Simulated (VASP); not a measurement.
Here is a VASP 6.6.1 calculation.

File INCAR:

```
SYSTEM = AlNi
  PREC = Accurate
  ENCUT = 600
  EDIFF = 1E-7
  ISMEAR = 0
  SIGMA = 0.1
  LREAL = .FALSE.
  LASPH = .TRUE.
  NELM = 150
  ALGO = Normal
  ISIF = 3
  LWAVE = .FALSE.
  LCHARG = .FALSE.
  ISPIN = 2
  MAGMOM = 0 1
  LORBIT = 11
  LMAXMIX = 4
  METAGGA = R2SCAN
  LMIXTAU = .TRUE.
  IBRION = 2
  NSW = 90
  EDIFFG = -0.005
```

KPOINTS

```
Automatic mesh
0
G
  14 14 14
  0 0 0
```

The input POSCAR:

```
AlNi
1.0
    2.8597112900      0.0000000000      0.0000000000
    0.0000000000      2.8597112900      0.0000000000
    0.0000000000      0.0000000000      2.8597112900
Al Ni
1 1
Direct
    0.5000000000      0.5000000000      0.5000000000
    0.0000000000      0.0000000000      0.0000000000
```

Potentials or basis: VASP PAW PBE potentials, release 64 (Al, Ni).

Command:

```bash
$ cat potpaw_PBE.64/Al/POTCAR potpaw_PBE.64/Ni/POTCAR > POTCAR
$ mpirun -np 1 vasp_std > vasp.out
```

**Question.** Predict the relaxed volume.

**Answer.** 11.72 Å³/atom.

**Question.** Predict the band gap on the k mesh.

**Answer.** None (metal or under the smearing width).

**Question.** Predict the space group after relaxing (to 0.05 Å).

**Answer.** Pm-3m (No. 221).

**Question.** Estimate the relaxed cell.

**Answer.** a = 2.862 Å, b = 2.862 Å, c = 2.862 Å, α = 90.00°, β = 90.00°, γ = 90.00°.

Final structure:
```
CELL_PARAMETERS angstrom
2.86161 0.00000 0.00000
0.00000 2.86161 0.00000
0.00000 0.00000 2.86161
ATOMIC_POSITIONS crystal
Al 0.50000 0.50000 0.50000
Ni 0.00000 0.00000 0.00000
```

Caveat: the PAW data sets were made with another functional, which shifts forces and pressure a little.
